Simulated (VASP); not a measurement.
VASP runs on SiC (space group F-43m) share one base input (PBE GGA, plane waves, VASP's PBE PAW potentials (set 64)) and change the settings named in each case.

**POSCAR**
```
SiC
1
    0.0000000000     2.1393330000     2.1393330000
    2.1393330000     0.0000000000     2.1393330000
    2.1393330000     2.1393330000     0.0000000000
Si C
1 1
Direct
  0.2500000000   0.2500000000   0.2500000000
  0.0000000000   0.0000000000   0.0000000000
```

### KPOINTS
```
Automatic mesh
0
G
 13 13 13
```

**INCAR**
```
SYSTEM  =  SiC
PREC  =  Accurate; ENCUT  =  400; LREAL  =  .False.
LASPH  =  .True.
EDIFF  =  1E-6; NELM  =  100; ALGO  =  Normal
ISMEAR  =  0; SIGMA  =  0.01
GGA  =  PE
ISIF  =  2
LWAVE  =  .False.; LCHARG  =  .False.
```

POTCAR, in this order: Si C (PBE.64 set). Program: vasp_std.

```tsv
change	E(σ→0) (eV/atom)	pressure (GPa)
base run	-7.4974	15.77
KPOINTS 1×1×1 Γ-centred mesh	1.7582	56.03
KPOINTS 2×2×2 Γ-centred mesh	-6.2129	24.90
KPOINTS 3×3×3 Γ-centred mesh	-7.2395	17.57
KPOINTS 4×4×4 Γ-centred mesh	-7.4325	16.20
KPOINTS 5×5×5 Γ-centred mesh	-7.4794	15.93
KPOINTS 6×6×6 Γ-centred mesh	-7.4920	15.83
KPOINTS 7×7×7 Γ-centred mesh	-7.4958	15.81
KPOINTS 9×9×9 Γ-centred mesh	-7.4972	15.77
KPOINTS 11×11×11 Γ-centred mesh	-7.4973	15.76
KPOINTS 15×15×15 Γ-centred mesh	-7.4974	15.76
KPOINTS 17×17×17 Γ-centred mesh	-7.4974	15.77
KPOINTS 21×21×21 Γ-centred mesh	-7.4975	15.77
```
 Energies of different potentials or functionals have different zeros.  At 400 eV the pressure can carry a Pulay error.

Left out are runs that ran out of time, are held back, or changed the cell or the kind of run, fixed moments of cells without a moment, rows past the twelfth, gaps on odd meshes, pressures of charged cells and columns that move by less than the noise.

The structure comes from a computed database's SiC entry; how it stands against other phases isn't given here. The cell was not relaxed at this level, its lattice was scaled by up to 2.5 %.
